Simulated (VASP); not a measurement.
A run of VASP 6.6.1 is set up as follows.

Contents of INCAR:

```
  PREC = Normal
  ENCUT = 520
  EDIFF = 1E-5
  ISMEAR = 0
  SIGMA = 0.05
  LREAL = Auto
  LASPH = T
  NELM = 80
  ALGO = Fast
  ISIF = 2
  LWAVE = F
  LCHARG = F
  GGA = PE
```

File KPOINTS:

```
regular mesh
0
Gamma
  5 5 2
```

The input POSCAR:

```
Be3CdSe4
1.0
    3.7892900000      0.0000000000      0.0000000000
    0.0000000000      3.7892900000      0.0000000000
    0.0000000000      0.0000000000     11.1760400000
Be Cd Se
3 1 4
Direct
    0.5000000000      0.5000000000      0.2738880000
    0.5000000000      0.5000000000      0.7261120000
    0.0000000000      0.0000000000      0.5000000000
    0.0000000000      0.0000000000      0.0000000000
    0.5000000000      0.0000000000      0.3872880000
    0.0000000000      0.5000000000      0.6127120000
    0.5000000000      0.0000000000      0.8358320000
    0.0000000000      0.5000000000      0.1641680000
```

Potentials or basis: VASP PAW PBE potentials, release 64 (Be, Cd, Se).

The run is started by

```bash
$ cat potpaw_PBE.64/Be/POTCAR potpaw_PBE.64/Cd/POTCAR potpaw_PBE.64/Se/POTCAR > POTCAR
$ mpirun -np 1 vasp_std > vasp.out
```

Task: What does it give for the largest force?

Result: 0.015 eV/Å.

Task: Estimate the pressure.

Result: 0.1 GPa.

Task: What does it give for the band gap on the k mesh?

Result: 2.15 eV, direct.

Forces on the atoms (eV/Å):
```
Be   0.000  0.000 -0.001
Be   0.000  0.000  0.001
Be   0.000  0.000  0.000
Cd   0.000  0.000  0.000
Se   0.000  0.000  0.015
Se   0.000  0.000 -0.015
Se   0.000  0.000 -0.009
Se   0.000  0.000  0.009
```

Caveat: an odd mesh through Γ misses points on the zone boundary, where band edges often lie. Expect the measured gap to be larger: semilocal functionals such as PBE lack the derivative discontinuity.
